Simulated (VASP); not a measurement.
A convergence study with VASP on Cd (space group no. 194 when undisturbed): a few settings are varied, all else stays as given below, so the limit is that of these other settings. One atom is moved off its site, so that forces are finite.

```yaml
crystal:
  lattice:
    - [1.48553, -2.57301, 0.00000]
    - [1.48553, 2.57301, 0.00000]
    - [0.00000, 0.00000, 5.60314]
  atoms:
    - { symbol: Cd, position: [0.33333, 0.66667, 0.25892] }
    - { symbol: Cd, position: [0.66667, 0.33333, 0.75000] }
```

Computed with PBE GGA, VASP's PBE PAW potentials (set 64) (plane waves; VASP 6.6.1). The last row used: 300 eV cut-off, 21×21×10 Γ-centred mesh, Fermi-Dirac smearing of 0.010 eV, potentials Cd.

```tsv
setting	E (eV/atom)	pressure (GPa)	largest force (eV/Å)	irreducible k-points
SIGMA = 1.0	-0.7048	8.05	0.117	436
SIGMA = 0.5	-0.7214	5.12	0.115	436
SIGMA = 0.3	-0.7270	4.32	0.114	436
SIGMA = 0.2	-0.7289	4.01	0.114	436
SIGMA = 0.1	-0.7301	3.80	0.113	436
SIGMA = 0.05	-0.7302	3.73	0.113	436
SIGMA = 0.02	-0.7301	3.71	0.113	436
SIGMA = 0.01	-0.7301	3.71	0.113	436
```

VASP warned of too few bands at SIGMA = 1.0; SIGMA = 0.5.

Left out are rungs that failed or repeat a setting and relaxations that didn't move; long series are thinned to 24 rows.

The structure is a typed Cd crystal (space group no. 194). The cell was not relaxed at this level, it is distorted from the ideal structure. VASP warned that the highest band is occupied, so more bands are needed.
